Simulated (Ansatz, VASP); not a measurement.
# Cross-check of Si between VASP and Ansatz

One calculation is typed for both programs; each brings its own data sets. How far apart do they land? The structure shown is frame 338 of Ansatz's trajectory.

Main program and level: Ansatz 0.2.0; plane waves, with VASP 6.6.1 beside it; single point at LDA.

## (1) The starting structure

The cell holds 76 atoms: 76 Si. Its edges and angles: a = 11.084 Å, b = 11.084 Å, c = 11.084 Å, α = 90.0°, β = 90.0°, γ = 90.0°. As first built, before any earlier steps moved the atoms (in the runner's words): 76 atoms (76 Si) placed at random at 2.57 g/cm^3, melted at 2429 K for 5 ps at fixed volume with the modified Tersoff potential (Kumagai, Izumi, Hara and Sakai, Comput. Mater. Sci. 39, 457 (2007)). Snapshot at the end of a hold of 8 ps at 1735 K and fixed volume.

## (2) Ansatz: dynamics, LDA

Ansatz runs on its default PAW (the set named soft_2) files.

One frame of this run of dynamics is then solved in both programs, so the motion causes no difference.

The input, input.yaml:

```yaml
crystal:
  lattice:
    - [11.131, 0.0, 0.0]
    - [0.0, 11.131, 0.0]
    - [0.0, 0.0, 11.131]
  atoms:
    - { symbol: Si, position: [0.4971, 0.53008, 0.13571] }
    - { symbol: Si, position: [0.03109, 0.4007, 0.42039] }
    - { symbol: Si, position: [0.9622, 0.49594, 0.79046] }
    - { symbol: Si, position: [0.5895, 0.89196, 0.7289] }
    - { symbol: Si, position: [0.06437, 0.73636, 0.42058] }
    - { symbol: Si, position: [0.86936, 0.417, 0.608] }
    - { symbol: Si, position: [0.38886, 0.70774, 0.25007] }
    - { symbol: Si, position: [0.68504, 0.05451, 0.32025] }
    - { symbol: Si, position: [0.13614, 0.19892, 0.71184] }
    - { symbol: Si, position: [0.81584, 0.15494, 0.91552] }
    - { symbol: Si, position: [0.92694, 0.87745, 0.32149] }
    - { symbol: Si, position: [0.82881, 0.6491, 0.86342] }
    - { symbol: Si, position: [0.73974, 0.13623, 0.13378] }
    - { symbol: Si, position: [0.14381, 0.64437, 0.88682] }
    - { symbol: Si, position: [0.9198, 0.82703, 0.11183] }
    - { symbol: Si, position: [0.02735, 0.47591, 0.04398] }
    - { symbol: Si, position: [0.48199, 0.28539, 0.171] }
    - { symbol: Si, position: [0.86202, 0.06731, 0.62602] }
    - { symbol: Si, position: [0.83822, 0.46744, 0.14281] }
    - { symbol: Si, position: [0.01649, 0.07815, 0.32569] }
    - { symbol: Si, position: [0.16117, 0.99604, 0.18877] }
    - { symbol: Si, position: [0.11356, 0.7133, 0.089] }
    - { symbol: Si, position: [0.22509, 0.54968, 0.20185] }
    - { symbol: Si, position: [0.62122, 0.70088, 0.20789] }
    - { symbol: Si, position: [0.24462, 0.36832, 0.92244] }
    - { symbol: Si, position: [0.62886, 0.58891, 0.80867] }
    - { symbol: Si, position: [0.10879, 0.38992, 0.64443] }
    - { symbol: Si, position: [0.26243, 0.31104, 0.19491] }
    - { symbol: Si, position: [0.40271, 0.625, 0.44956] }
    - { symbol: Si, position: [0.47387, 0.04617, 0.62857] }
    - { symbol: Si, position: [0.28391, 0.519, 0.60759] }
    - { symbol: Si, position: [0.31855, 0.95562, 0.90356] }
    - { symbol: Si, position: [0.84646, 0.37798, 0.33443] }
    - { symbol: Si, position: [0.37994, 0.86696, 0.47004] }
    - { symbol: Si, position: [0.78536, 0.90997, 0.47175] }
    - { symbol: Si, position: [0.6349, 0.17528, 0.77708] }
    - { symbol: Si, position: [0.69476, 0.38104, 0.75884] }
    - { symbol: Si, position: [0.8475, 0.36198, 0.90983] }
    - { symbol: Si, position: [0.45853, 0.44748, 0.33844] }
    - { symbol: Si, position: [0.4971, 0.29152, 0.4807] }
    - { symbol: Si, position: [0.55328, 0.60006, 0.59121] }
    - { symbol: Si, position: [0.36893, 0.10431, 0.42275] }
    - { symbol: Si, position: [0.17982, 0.86319, 0.5484] }
    - { symbol: Si, position: [0.32116, 0.54531, 0.0025] }
    - { symbol: Si, position: [0.09194, 0.07306, 0.56705] }
    - { symbol: Si, position: [0.10854, 0.27928, 0.06106] }
    - { symbol: Si, position: [0.68152, 0.26338, 0.38798] }
    - { symbol: Si, position: [0.56621, 0.84078, 0.53585] }
    - { symbol: Si, position: [0.32151, 0.79014, 0.04685] }
    - { symbol: Si, position: [0.10474, 0.97038, 0.99205] }
    - { symbol: Si, position: [0.507, 0.91224, 0.27552] }
    - { symbol: Si, position: [0.33368, 0.13072, 0.75791] }
    - { symbol: Si, position: [0.20793, 0.81392, 0.26823] }
    - { symbol: Si, position: [0.53428, 0.87188, 0.06596] }
    - { symbol: Si, position: [0.16532, 0.55212, 0.41586] }
    - { symbol: Si, position: [0.92266, 0.2185, 0.19506] }
    - { symbol: Si, position: [0.04282, 0.1551, 0.89819] }
    - { symbol: Si, position: [0.38958, 0.0843, 0.22953] }
    - { symbol: Si, position: [0.47582, 0.76136, 0.86177] }
    - { symbol: Si, position: [0.19634, 0.23477, 0.38931] }
    - { symbol: Si, position: [0.31569, 0.61708, 0.78272] }
    - { symbol: Si, position: [0.74197, 0.92045, 0.04295] }
    - { symbol: Si, position: [0.46722, 0.41302, 0.63924] }
    - { symbol: Si, position: [0.877, 0.7414, 0.54782] }
    - { symbol: Si, position: [0.75834, 0.57261, 0.53273] }
    - { symbol: Si, position: [0.58517, 0.25347, 0.99878] }
    - { symbol: Si, position: [0.89774, 0.80943, 0.74113] }
    - { symbol: Si, position: [0.75206, 0.2248, 0.59141] }
    - { symbol: Si, position: [0.70405, 0.5364, 0.34236] }
    - { symbol: Si, position: [0.76337, 0.96292, 0.79619] }
    - { symbol: Si, position: [0.23837, 0.82833, 0.74565] }
    - { symbol: Si, position: [0.77345, 0.66422, 0.07763] }
    - { symbol: Si, position: [0.50939, 0.02661, 0.90764] }
    - { symbol: Si, position: [0.06764, 0.82047, 0.8558] }
    - { symbol: Si, position: [0.42342, 0.30666, 0.82868] }
    - { symbol: Si, position: [0.65886, 0.46395, 0.99401] }
kpoints:
  mp_grid: { grid: [1, 1, 1] }
hamiltonian:
  xc: lda
scf:
  occupations: { method: fermi_dirac, width: 0.15 }
output:
  forces: true
  stress: true
md:
  timestep: 3.0
  n_steps: 1000
  ensemble: npt_langevin
  temperature: 1735
  initial_velocities: maxwell_boltzmann
  seed: 5
  pressure: 0
```

On the command line:

```bash
ansatz run input.yaml --threads 8 --pin off --max-ram 15360MiB --backend cpu --events-out ev --progress --plain --runs-dir out
```

Numbers of over 12 decimals in the logs are rounded to 6 here.

The log of the run:

```text
Warning: md: disabling space-group detection — thermal motion breaks the input geometry's symmetry, so no spatial operation reduces the k-mesh or symmetrises the density; time reversal is kept, so that k and −k are solved as one point where they differ and the mesh holds both, and exact exchange and, on two spinor components, a DFT+U term hold to it where the run has them: on two components no moment then forms, and  [...]
band count auto-derived: 234 (N_el = 304.0; filled up to band 152; 228 by the electrons, moments and atoms)
Engine: ansatz 0.2.0, aarch64-unknown-linux-gnu
Pseudopotentials: kind: paw
Pseudopotential: Si, paw, valence charge 4, recommended cutoff 420 eV (normal), Si.paw.azcp
Functional definition: SPW92
  exchange = slater_x
  correlation = pw_c
Crystal: 76 atoms, lattice volume = 1379.122 Å³
Basis set: ecut = 420 eV (smoothed over ±3.0 %; plane waves to 437.0 eV, density to 1747.9 eV), 28425 PW (Γ)
Bands: 234, of which v1, the nominal top of the filled ones, is band 152 counted from 1 (151 counted from 0)
Symmetry: 1 space group operations
k-points: 1
Non-local potential: Si, projectors of the file, l = 0: 2, l = 1: 2, l = 2: 2
PAW form: soft (Blöchl's): semilocal exchange-correlation on the pseudo side does not see the compensation charge
PAW frozen core: Si, regenerated for the run's functional, and the local potential with it (the file was generated under x = pbe(κ = 0.804, μ = 0.219515), c = pbe(β = 0.066725))
PAW one-centre angular grid: Si, 110 points (default); XC on 64 Gauss nodes
Initial density: superposition of atomic densities (neutral atoms: chi_scale 0, normalization atom), corrected by the library's trained network
Initial wavefunctions: pseudopotential atomic-orbital guess
Functional: x = slater, c = lda
SCF iter   1: F=—  HF=-46221.958747 eV  |F-HF|=—  |Δ(HF+E_count)|=         —  Δρ=5.63e-3  dr2=8.47e-1  ethr=1.77e-3  ⟨swp⟩=7.0  Hψ=1185  notcnv=0
preconditioner: auto → Kerker (q_TF=auto, 2.120 Å⁻¹)  [metal: Δε(μ)=0.123 eV  Ē_g=7.562 eV  σ=0.150 eV  W_gap=0.20  n_scr=250 (ndim 8)  ℏωp=17.4 eV  f_vac=0.000  D(μ)=30.98/eV (n_scr^D=178)]
SCF iter   2: F=—  HF=-46221.831840 eV  |F-HF|=—  |Δ(HF+E_count)|=   1.27e-1  Δρ=3.21e-3  dr2=2.57e-1  ethr=2.79e-4  ⟨swp⟩=1.0  Hψ=270  notcnv=0
SCF iter   3: F=—  HF=-46221.774548 eV  |F-HF|=—  |Δ(HF+E_count)|=   5.73e-2  Δρ=4.14e-4  dr2=3.73e-3  ethr=8.47e-5  ⟨swp⟩=2.0  Hψ=366  notcnv=0
SCF iter   4: F=—  HF=-46221.773751 eV  |F-HF|=—  |Δ(HF+E_count)|=   7.98e-4  Δρ=1.15e-4  dr2=5.54e-4  ethr=1.23e-6  ⟨swp⟩=3.0  Hψ=410  notcnv=0
SCF iter   5: F=—  HF=-46221.773708 eV  |F-HF|=—  |Δ(HF+E_count)|=   4.29e-5  Δρ=3.51e-5  dr2=5.20e-5  ethr=1.82e-7  ⟨swp⟩=1.0  Hψ=234  notcnv=0
SCF iter   6: F=—  HF=-46221.772943 eV  |F-HF|=—  |Δ(HF+E_count)|=   7.65e-4  Δρ=9.60e-6  dr2=4.59e-6  ethr=1.71e-8  ⟨swp⟩=2.0  Hψ=351  notcnv=0
SCF iter   7: F=—  HF=-46221.772943 eV  |F-HF|=—  |Δ(HF+E_count)|=   3.68e-7  Δρ=2.58e-6  dr2=3.66e-7  ethr=1.51e-9  ⟨swp⟩=2.0  Hψ=338  notcnv=0
SCF iter   8: F=-46221.772943 eV  HF=-46221.772943 eV  |F-HF|=1.68e-8  |Δ(HF+E_count)|=   1.57e-8  Δρ=8.43e-7  dr2=3.38e-8  ethr=2.50e-11  ⟨swp⟩=4.0  Hψ=704  notcnv=0
SCF 1 converged in 8 iterations: F = -46221.772943 eV  dr2 = 3.38e-8
  greatest PAW one-centre occupation: 0.692 electrons in one spin orbital (limit 2), on the Si atom at site 24 (counted from 0), in its partial waves of l = 0
md step     0: t =     0.00 fs  T =  1712.2 K  F+E_penalty+E_count = -46221.77294307 eV  E_kin = 16.819957 eV  conserved = -46206.03382900 eV  P_inst = 0.1598 GPa  V = 1379.1216 Å³  selection 1  (8 SCF iters)
[...]
md step   996: t =  2988.00 fs  T =  1668.5 K  F+E_penalty+E_count = -46213.89906323 eV  E_kin = 16.390600 eV  conserved = -46206.02441115 eV  P_inst = -1.9816 GPa  V = 1421.0630 Å³  selection 1  (6 SCF iters)
[...]
md step   999: t =  2997.00 fs  T =  1803.1 K  F+E_penalty+E_count = -46213.62893455 eV  E_kin = 17.713157 eV  conserved = -46206.03033813 eV  P_inst = -1.6841 GPa  V = 1421.0385 Å³  selection 1  (6 SCF iters)
Crystal: 76 atoms, lattice volume = 1420.390 Å³
iter 1 solved again at ethr=7.68e-5 eV; its pass at ethr=3.10e-3 eV (dr2=2.34e-1 eV) is discarded
SCF iter   1: F=—  HF=-46213.148868 eV  |F-HF|=—  |Δ(HF+E_count)|=         —  Δρ=2.89e-3  dr2=2.48e-1  ethr=7.68e-5  ⟨swp⟩=1.0  Hψ=1145  notcnv=0
preconditioner: auto → LDOS  [metal: Δε(μ)=0.120 eV  Ē_g=7.432 eV  σ=0.150 eV  W_gap=0.19  n_scr=250 (ndim 8)  ℏωp=17.2 eV  f_vac=0.012  D(μ)=31.16/eV (n_scr^D=178)  β→1.0]
SCF iter   2: F=—  HF=-46213.117408 eV  |F-HF|=—  |Δ(HF+E_count)|=   3.15e-2  Δρ=1.60e-3  dr2=9.06e-2  ethr=7.68e-5  ⟨swp⟩=2.0  Hψ=361  notcnv=0
SCF iter   3: F=—  HF=-46213.091848 eV  |F-HF|=—  |Δ(HF+E_count)|=   2.56e-2  Δρ=3.21e-4  dr2=4.39e-3  ethr=2.98e-5  ⟨swp⟩=2.0  Hψ=354  notcnv=0
SCF iter   4: F=—  HF=-46213.090756 eV  |F-HF|=—  |Δ(HF+E_count)|=   1.09e-3  Δρ=7.29e-5  dr2=2.04e-4  ethr=1.44e-6  ⟨swp⟩=2.0  Hψ=389  notcnv=0
SCF iter   5: F=—  HF=-46213.090665 eV  |F-HF|=—  |Δ(HF+E_count)|=   9.07e-5  Δρ=2.34e-5  dr2=1.62e-5  ethr=6.73e-8  ⟨swp⟩=2.0  Hψ=370  notcnv=0
SCF iter   6: F=—  HF=-46213.090705 eV  |F-HF|=—  |Δ(HF+E_count)|=   3.91e-5  Δρ=6.30e-6  dr2=1.23e-6  ethr=5.32e-9  ⟨swp⟩=2.0  Hψ=406  notcnv=0
SCF iter   7: F=—  HF=-46213.090704 eV  |F-HF|=—  |Δ(HF+E_count)|=   1.67e-7  Δρ=1.87e-6  dr2=8.24e-8  ethr=4.05e-10  ⟨swp⟩=2.0  Hψ=384  notcnv=0
SCF iter   8: F=-46213.090704 eV  HF=-46213.090704 eV  |F-HF|=5.28e-9  |Δ(HF+E_count)|=   9.33e-9  Δρ=5.20e-7  dr2=7.83e-9  ethr=2.50e-11  ⟨swp⟩=4.0  Hψ=710  notcnv=0
SCF 1001 converged in 8 iterations: F = -46213.090704 eV  dr2 = 7.83e-9
  greatest PAW one-centre occupation: 0.707 electrons in one spin orbital (limit 2), on the Si atom at site 69 (counted from 0), in its partial waves of l = 0
Basis set: ecut = 420 eV, 27633 PW (Γ)
Initial wavefunctions: pseudopotential atomic-orbital guess (no wavefunctions were taken with the density)
iter 1 solved again at ethr=1.22e-6 eV; its pass at ethr=3.10e-3 eV (dr2=3.70e-3 eV) is discarded
SCF iter   1: F=—  HF=-46213.090725 eV  |F-HF|=—  |Δ(HF+E_count)|=         —  Δρ=4.68e-6  dr2=7.45e-8  ethr=1.22e-6  ⟨swp⟩=3.0  Hψ=1829  notcnv=0
eigensolver tolerance schedule: the retry pair's looser diagonalisation over-reported the residual by 49586.37 of it (diagonalisation noise at an unbounded share of the residual, at the tolerance the schedule requests for it); recorded, not acted on — ethr = c·dr2/N_el stays at c = 1.0e-1
preconditioner: auto → LDOS  [metal: Δε(μ)=0.114 eV  Ē_g=7.431 eV  σ=0.150 eV  W_gap=0.18  n_scr=250 (ndim 8)  ℏωp=17.2 eV  f_vac=0.012  D(μ)=31.18/eV (n_scr^D=178)  β→1.0]
SCF iter   2: F=—  HF=-46213.089983 eV  |F-HF|=—  |Δ(HF+E_count)|=   7.42e-4  Δρ=1.91e-6  dr2=1.07e-7  ethr=2.45e-11  ⟨swp⟩=6.0  Hψ=1002  notcnv=0
SCF iter   3: F=-46213.089983 eV  HF=-46213.089983 eV  |F-HF|=4.71e-9  |Δ(HF+E_count)|=   2.52e-8  Δρ=6.24e-7  dr2=7.83e-9  ethr=2.45e-11  ⟨swp⟩=2.0  Hψ=757  notcnv=0
SCF 1002 converged in 3 iterations: F = -46213.089983 eV  dr2 = 7.83e-9
SCF converged after 3 iterations
Free energy (F): -46213.089983 eV
Harris-Foulkes:  -46213.089983 eV  (|F-HF|=4.71e-9)
Internal energy: -46210.771755 eV  (E = F + TS)
E sigma→0 (E₀):  -46211.930869 eV
Entropy (-TS):   -2.318228 eV (-30.503 meV/atom)
Fermi energy:    6.978217 eV
--- Per-component energies (eV) ---
  E_band       = 535.888069
  E_kinetic    = 3038.416225
  E_local      = -2987.636052  (includes V_loc(G=0)·N_el)
  E_nonlocal   = 2039.454937
  E_hartree    = 1107.886884
  E_xc         = -4173.318323
  E_vxc        = -3588.401762  (∫ρ·V_xc dr)
  E_paw        = -36907.343401  (= ΣΔE_a)
  E_vpaw       = -181.717991  (= ΣTr[D̂ρ^β])
  E_aug_tail   = 0.000491  (compensation charges beyond the density's cutoff)
  E_ewald      = -8334.641651
  E_core_change = 6.409135  (= ΣΔE_core)
  E_smearing   = -2.318228  (= −TS)
  E_closure    = -0.000000  (closes the sum)
  Σ components = -46213.089983   (vs F -46213.089983, Δ=0.00e0)
--- Forces (eV/Å), atoms counted from 1 ---
  atom   1  Si     0.05195316     0.19089291    -1.03371771
  atom   2  Si    -0.65009401     0.06730644    -0.27890723
  atom   3  Si     0.16782138    -0.08206278    -0.78357895
  atom   4  Si    -0.38269219     0.55565356    -0.28435937
  atom   5  Si     0.24242075     1.90928185    -0.59879690
  atom   6  Si    -0.01944731    -1.03228215     0.76624894
  atom   7  Si    -0.75298481     0.02991161     0.64567982
  atom   8  Si     0.24863764     0.62652303    -0.34726010
  atom   9  Si    -1.44489826    -2.51484633    -0.61868069
  atom  10  Si     1.07860942    -0.46806937     0.40827262
  atom  11  Si     0.90897055     1.19650526    -0.89538510
  atom  12  Si    -0.24219344     0.00652230     0.37607298
  atom  13  Si     0.73839121     0.37271744    -0.32435931
  atom  14  Si     1.10030303     0.19091579     0.08057005
  atom  15  Si     0.29298386     0.48175233     0.19999946
  atom  16  Si    -0.14164537     0.41931344    -0.51492886
  atom  17  Si    -0.66617289    -1.38127809    -0.91121286
  atom  18  Si     0.06861218    -0.72215392    -0.24098664
  atom  19  Si    -0.26519962     0.02914681    -0.94226345
  atom  20  Si     0.00871912     0.74710143     0.25765080
  atom  21  Si    -0.31042477    -0.51869727    -0.33573601
  atom  22  Si     0.49824761    -0.09086541    -0.36203444
  atom  23  Si    -1.20867633     1.13667224     0.13987863
  atom  24  Si     0.11572867    -0.22588324     0.30862063
[...]
atom  69  Si    -0.98330898     2.26051289     1.91578936
  atom  70  Si     0.47513480    -1.71763827     0.86934693
  atom  71  Si     0.76032674    -0.24043058    -0.59958572
  atom  72  Si    -0.27703773    -0.40981635    -1.30647340
  atom  73  Si     0.19089021    -0.91125224     2.09712647
  atom  74  Si     0.64765318    -0.82310091     0.16708950
  atom  75  Si    -0.55216458    -0.14921746    -0.70900961
  atom  76  Si    -0.07441554    -0.20257114    -0.15199896
  max |Σ_I F_I| component: 3.35e-5 eV/Å
--- Stress (GPa, compression-positive) ---
       -3.329347      -0.009745      -0.408498
       -0.009745      -2.553859      -0.930575
       -0.408498      -0.930575      -2.516819
  P = ⅓ Tr σ = -2.8000 GPa (-28.000 kbar)
--- MD trajectory: 1000 steps, t = 0.0 → 3000.0 fs ---
  final state: T = 1803.3 K   F+E_penalty+E_count = -46213.09070433 eV   E_kin = 17.715031 eV
  conserved energy: peak-to-peak 7.987e-2 eV (1.051e-3 eV/atom) over 3000.0 fs
  cell: V = 1420.3900 Å³ at the end; means of 1001 rows, the approach among them: V = 1387.0351 Å³, P_inst = 0.0319 GPa
  mean static stress (GPa): xx -1.1772  yy -1.3429  zz -1.2648  yz -0.0039  xz -0.0699  xy -0.0778
  the result is of one more SCF, on plane waves selected at the last cell: its energy does not rank with the rows'
```

(Part 1 of 2 ends here.)

[Lines on the potential files, build, host, timing and source positions are cut from VASP's logs without a mark.]

[Logs are printed without paths, hosts, clocks, repeated set-up lines and the standing remarks that a program may print on its own settings, such as how far it seeks lower states.]

[Hosts, paths, dates, database ids (printed as entryN), source tags and the programs' standing remarks are cut or masked in the printed files.]
